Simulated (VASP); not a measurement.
OSZICAR of a VASP run on Au (fcc):

### OSZICAR
```
       N       E                     dE             d eps       ncg     rms          rms(c)
DAV:   1     0.325996244535E+02    0.32600E+02   -0.49681E+03  2216   0.859E+02
DAV:   2    -0.320886473295E+01   -0.35808E+02   -0.33505E+02  1942   0.174E+02
DAV:   3    -0.345773320788E+01   -0.24887E+00   -0.24878E+00  2242   0.151E+01
DAV:   4    -0.345833396549E+01   -0.60076E-03   -0.60075E-03  2131   0.808E-01
DAV:   5    -0.345833750806E+01   -0.35426E-05   -0.35435E-05  2133   0.596E-02    0.954E+00
DAV:   6    -0.321500257542E+01    0.24333E+00   -0.76832E-01  1909   0.863E+00    0.602E+00
DAV:   7    -0.319505721368E+01    0.19945E-01   -0.83108E-02  2000   0.281E+00    0.275E+00
DAV:   8    -0.319281841890E+01    0.22388E-02   -0.20203E-03  2002   0.458E-01    0.238E-01
DAV:   9    -0.319281069887E+01    0.77200E-05   -0.61089E-06  2044   0.276E-02    0.173E-02
DAV:  10    -0.319281625770E+01   -0.55588E-05   -0.23610E-06  2074   0.193E-02    0.198E-03
DAV:  11    -0.319281628649E+01   -0.28790E-07   -0.34606E-08   982   0.180E-03
   1 F= -.31928163E+01 E0= -.31929615E+01  d E =0.435674E-03
```

**Question.** Which electronic solver shows in the log?

**Answer.** It is blocked Davidson (ALGO = Normal, or the opening steps of other solvers). The INCAR had ALGO = Normal.

**Question.** Can the final energy be trusted as converged?

**Answer.** The run converged. It stopped with EDIFF = 1E-6, NELM = 100 (PBE GGA, plane waves, VASP's PBE PAW potentials (set 64)).

The compound is Au in the fcc structure. The cell was not relaxed at this level. The run is one of a series of settings (LREAL = Auto against the base run), some of them coarse on purpose.
